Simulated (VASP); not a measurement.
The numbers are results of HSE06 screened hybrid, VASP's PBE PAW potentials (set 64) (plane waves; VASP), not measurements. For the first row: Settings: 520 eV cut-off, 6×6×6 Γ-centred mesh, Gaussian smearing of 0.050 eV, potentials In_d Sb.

```tsv
system	energy (eV/atom)
InSb (zinc blende)	-4.2405
In atom	-0.6070
Sb atom	-2.5500
```

Atoms are spin-polarised in a large box without symmetry, with the spin fixed by Hund's rule, and may not be in the lowest state of each functional; no zero-point energy is added.  Spin-orbit coupling is left out, which shifts such energies by up to tenths of an eV for the heavy elements here.

Q: What is the cohesive energy per atom of InSb?

A: The references average (1×(-0.6070) + 1×(-2.5500))/2 = -1.5785 eV, so the cohesive energy is -1.5785 − (-4.2405) = 2.662 eV/atom. Measured: 2.810 eV/atom at 0 K (as given by Daniel Mejia-Rodriguez et al., Physical Review B (2018), arXiv:1807.09216; static lattice: zero-point vibration energy added).

The cell's shape comes from a PBE relaxation.
